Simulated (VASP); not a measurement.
An input for Quantum ESPRESSO's pw.x (written as the equivalent of a VASP run, and not itself run):

```
&CONTROL
  calculation = 'scf'
  pseudo_dir = './pseudo'
  outdir = './out'
  tprnfor = .true.
  tstress = .true.
/
&SYSTEM
  ibrav = 0
  nat = 2
  ntyp = 2
  ecutwfc = 84
  occupations = 'smearing'
  smearing = 'gaussian'
  degauss = 0.003675
  input_dft = 'vdw-df-obk8'
/
&ELECTRONS
  conv_thr = 7.3e-09
  electron_maxstep = 100
/
ATOMIC_SPECIES
  Ca 40.078 Ca.upf
  O 15.999 O.upf
CELL_PARAMETERS angstrom
     0.0000000    2.3791752    2.3791752
     2.3791752    0.0000000    2.3791752
     2.3791752    2.3791752    0.0000000
ATOMIC_POSITIONS crystal
  Ca   0.0000000  0.0000000  0.0000000
  O    0.5000000  0.5000000  0.5000000
K_POINTS automatic
  9 9 9 0 0 0
```

### Question
Write the VASP files for the same calculation (optB88-vdW).

### Answer
Several could match; the one computed here: 
**KPOINTS**
```
Automatic mesh
0
Gamma
9 9 9
0 0 0
```

### POSCAR
```
CaO
1
    0.0000000000     2.3791752044     2.3791752044
    2.3791752044     0.0000000000     2.3791752044
    2.3791752044     2.3791752044     0.0000000000
Ca O
1 1
Direct
  0.0000000000   0.0000000000   0.0000000000
  0.5000000000   0.5000000000   0.5000000000
```

**INCAR**
```
SYSTEM = CaO
PREC = Accurate
ENCUT = 520
EDIFF = 1E-7
NELM = 100
ALGO = Normal
LREAL = .FALSE.
LASPH = .TRUE.
ISMEAR = 0
SIGMA = 0.05
GGA = BO
PARAM1 = 0.1833333333
PARAM2 = 0.22
LUSE_VDW = .TRUE.
AGGAC = 0.0
LWAVE = .FALSE.
LCHARG = .FALSE.
ISIF = 2
```

POTCAR, in this order: Ca_sv O (PBE.64 set). Program: vasp_std.

Limits of the translation: the potentials are each code's own (VASP's PAW set, PseudoDojo norm-conserving files in pw.x), so ENCUT and ecutwfc are chosen apart and not converted; conv_thr bounds pw.x's estimated SCF error, while EDIFF bounds the energy change between steps.

The compound is CaO in the rock salt structure. This cell is one point of a volume scan, at 0.97 of the reference volume.
